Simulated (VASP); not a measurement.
VASP ran on this input.

File POSCAR:
```
NaH
1.0
  0.0000000000   2.4384365966   2.4384365966
  2.4384365966   0.0000000000   2.4384365966
  2.4384365966   2.4384365966   0.0000000000
Na H
1 1
Cartesian
  0.0000000000   0.0000000000   0.0000000000
  2.4384365966   2.4384365966   2.4384365966
```

File KPOINTS:
```
Automatic mesh
0
Gamma
9 9 9
```

### INCAR
```
# general
SYSTEM = NaH
PREC   = Accurate
ENCUT  = 520
LREAL  = .FALSE.
LASPH  = .TRUE.

# electronic loop
EDIFF  = 1E-7
NELM   = 100
ALGO   = Normal

# smearing
ISMEAR = 0
SIGMA  = 0.05

# functional
GGA    = 91

# ions
ISIF   = 2

# output
LWAVE  = .FALSE.
LCHARG = .FALSE.
```

POTCAR, in this order: Na_pv H (PBE.64 set). Program: vasp_std.

Q: Translate this PW91 calculation to Quantum ESPRESSO's pw.x.

A: One equivalent input (not run):
```
&CONTROL
  calculation = 'scf'
  pseudo_dir = './pseudo'
  outdir = './out'
  tprnfor = .true.
  tstress = .true.
/
&SYSTEM
  ibrav = 0
  nat = 2
  ntyp = 2
  ecutwfc = 88
  occupations = 'smearing'
  smearing = 'gaussian'
  degauss = 0.003675
  input_dft = 'pw91'
/
&ELECTRONS
  conv_thr = 7.3e-09
  electron_maxstep = 100
/
ATOMIC_SPECIES
  Na 22.990 Na.upf
  H 1.008 H.upf
CELL_PARAMETERS angstrom
     0.0000000    2.4384366    2.4384366
     2.4384366    0.0000000    2.4384366
     2.4384366    2.4384366    0.0000000
ATOMIC_POSITIONS crystal
  Na   0.0000000  0.0000000  0.0000000
  H    0.5000000  0.5000000  0.5000000
K_POINTS automatic
  9 9 9 0 0 0
```
What does not carry over: the potentials are each code's own (VASP's PAW set, PseudoDojo norm-conserving files in pw.x), so ENCUT and ecutwfc are chosen apart and not converted; conv_thr bounds pw.x's estimated SCF error, while EDIFF bounds the energy change between steps.

The compound is NaH in the rock salt structure. This cell is one point of a volume scan, at 1.03 of the reference volume.
